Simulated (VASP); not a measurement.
Method: r2SCAN meta-GGA, VASP's PBE PAW potentials (set 64) (plane waves; VASP).

VASP input:

File KPOINTS:
```
Automatic mesh
0
Gamma
9 9 9
0 0 0
```

**POSCAR**
```
ZnS
5.4940630
  0.0000000000   0.5000000352   0.5000000352
  0.5000000352   0.0000000000   0.5000000352
  0.5000000352   0.5000000352   0.0000000000
Zn S
1 1
Direct
  0.0000000000   0.0000000000   0.0000000000
  0.2500000000   0.2500000000   0.2500000000
```

### INCAR
```
# general
SYSTEM   =  ZnS
PREC     =  Accurate
ENCUT    =  520
LREAL    =  F
LASPH    =  T

# electronic loop
EDIFF    =  1E-7
NELM     =  100
ALGO     =  Normal
LMAXMIX  =  4
LMIXTAU  =  T

# smearing
ISMEAR   =  0
SIGMA    =  0.05

# functional
METAGGA  =  R2SCAN

# ions
ISIF     =  2

# output
LWAVE    =  F
LCHARG   =  F
```

POTCAR, in this order: Zn S (PBE.64 set). Program: vasp_std.

Estimate the energy per atom (σ→0), pressure, band gap (on the k-mesh).

The energy per atom (σ→0) is -9.418 eV/atom and the band gap (on the k-mesh) comes out as 2.45 eV. The pressure is -3.96 GPa.

OSZICAR:
```
...
DAV:  15    -0.188359349094E+02   -0.36067E-05   -0.12946E-05   980   0.456E-02    0.590E-03
DAV:  16    -0.188359387860E+02   -0.38767E-05   -0.97246E-07  1285   0.156E-02    0.321E-03
DAV:  17    -0.188359418833E+02   -0.30972E-05   -0.93486E-07   915   0.162E-02    0.884E-04
DAV:  18    -0.188359419868E+02   -0.10351E-06   -0.32456E-07   965   0.617E-03    0.807E-04
DAV:  19    -0.188359421152E+02   -0.12841E-06   -0.31142E-08   585   0.236E-03    0.655E-04
DAV:  20    -0.188359420119E+02    0.10332E-06   -0.14247E-08   490   0.248E-03    0.407E-04
DAV:  21    -0.188359419877E+02    0.24204E-07   -0.28353E-09   455   0.793E-04
   1 F= -.18835942E+02 E0= -.18835942E+02  d E =-.134904E-10
```

The compound is ZnS in the zinc blende structure. This cell is one point of a volume scan, at 1.06 of the reference volume.
